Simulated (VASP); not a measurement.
Energy against volume of KMgF3 (cubic perovskite). Calculation: r2SCAN+rVV10, VASP's PBE PAW potentials (set 64) (plane waves; VASP). Run with 520 eV cut-off, 6×6×6 Γ-centred mesh, Gaussian smearing of 0.050 eV, potentials K_sv Mg F.

```json
[
 {"V (Å³/atom)": "11.645", "E (eV/atom)": "-7.24945"},
 {"V (Å³/atom)": "12.017", "E (eV/atom)": "-7.25969"},
 {"V (Å³/atom)": "12.388", "E (eV/atom)": "-7.26306"},
 {"V (Å³/atom)": "12.760", "E (eV/atom)": "-7.26064"}
]
```

Question: Fit these four points and predict the energy of the run at 13.132 Å³/atom.

Answer: A cubic in V^(−2/3), the third-order Birch-Murnaghan form, passes through the four points with V0 = 12.41 Å³/atom and B0 = 82 GPa, and gives -7.2533 eV/atom there. The run gave -7.2533 eV/atom, +0.0 meV/atom from the fit; all five points give B0 = 83 GPa.

The compound is KMgF3 in the cubic perovskite structure. It was relaxed first.
